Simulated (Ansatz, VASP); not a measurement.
## LaSi2Ir2 in VASP and in Ansatz

```
La Si Ir
1.0
     4.14940    0.00000    0.00000
     0.00000    4.14940    0.00000
     0.00000    0.00000    9.85939
La Si Ir
2 4 4
Cartesian
  0.0000 2.0747 2.5215
  2.0747 0.0000 7.3379
  2.0747 0.0000 1.2617
  0.0000 2.0747 8.5977
  2.0747 2.0747 4.9297
  0.0000 0.0000 4.9297
  2.0747 0.0000 3.6829
  0.0000 2.0747 6.1765
  2.0747 2.0747 0.0000
  0.0000 0.0000 0.0000
```

Alike in both runs: functional LDA; k mesh 10 × 10 × 6; occupations gaussian, width 0.05 eV; no spin polarisation.

Ansatz relaxed the structure, and its values are those at the end. VASP's run is a single point on that final structure, the one shown.

|  | VASP | Ansatz |
| --- | --- | --- |
| version | VASP 6.6.1 | Ansatz 0.2.0 |
| potentials or method | VASP PAW LDA potentials, release 64 (La, Si, Ir) | scalar-relativistic, plane waves, PAW |
| plane-wave cutoff (eV) | 520 | 420 |
| valence electrons in the cell | 74 | 106 |

|  | VASP | Ansatz | Ansatz less VASP |
| --- | --- | --- | --- |
| gap on the k mesh at the Fermi level (eV) | none | none | - |
| pressure (GPa) | 0.7 | 0.0 | -0.73 |
| rms of the force components (eV/Å) | 0.018 | 0.000 | -0.0173 |

A gap of «none» marks a metal or a gap that the smearing closes. The two sets of potentials don't hold the same shells in valence.

The runs have no spin-orbit coupling, so splittings on Ir, La are missing.
